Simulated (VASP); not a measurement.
A run of VASP 6.6.1 is set up as follows.

run.py

```python
from ase.calculators.vasp import Vasp
from ase.dft.bandgap import bandgap
from ase.io import read

atoms = read('POSCAR')
calc = Vasp(
    directory='calc',
    xc='lda',
    pp='LDA',
    setups='minimal',
    prec='Accurate',
    encut=500,
    ediff=1e-06,
    ismear=0,
    sigma=0.05,
    lreal=False,
    lasph=True,
    nelm=60,
    algo='Normal',
    isif=2,
    lwave=False,
    lcharg=True,
    lelf=True,
    lvhar=True,
    kpts=[10, 10, 5],
    gamma=True,
    nbands=16,
)
atoms.calc = calc

print('energy (eV):', atoms.get_potential_energy())
print('free energy (eV):', atoms.get_potential_energy(force_consistent=True))
print('forces (eV/A):')
print(atoms.get_forces())
print('stress (eV/A^3, Voigt):', atoms.get_stress())
print('Fermi level (eV):', calc.get_fermi_level())
gap, top, bottom = bandgap(calc)
print('band gap (eV):', gap, 'from (spin, k, band)', top, 'to', bottom)
```

File POSCAR:

```
KPt
1.0
    3.0008472788      0.0000000000      0.0000000000
   -1.5004236394      2.5988099763      0.0000000000
    0.0000000000      0.0000000000      5.3455780000
Pt K
1 1
Direct
    0.6666666667      0.3333333333      0.0000000000
    0.0000000000      0.0000000000      0.5000000000
```

Potentials or basis: VASP PAW LDA potentials, release 64 (Pt, K_pv).

Command:

```bash
$ python run.py
```

Task: Estimate the band gap on the k mesh.

Result: None (metal or under the smearing width).

Task: Predict the pressure.

Result: -5.4 GPa.

Stress tensor (GPa, compression positive):
```
-6.14  0.00  0.00
 0.00 -6.14  0.00
 0.00  0.00 -3.89
```

The run has no spin-orbit coupling, so splittings on Pt are missing.
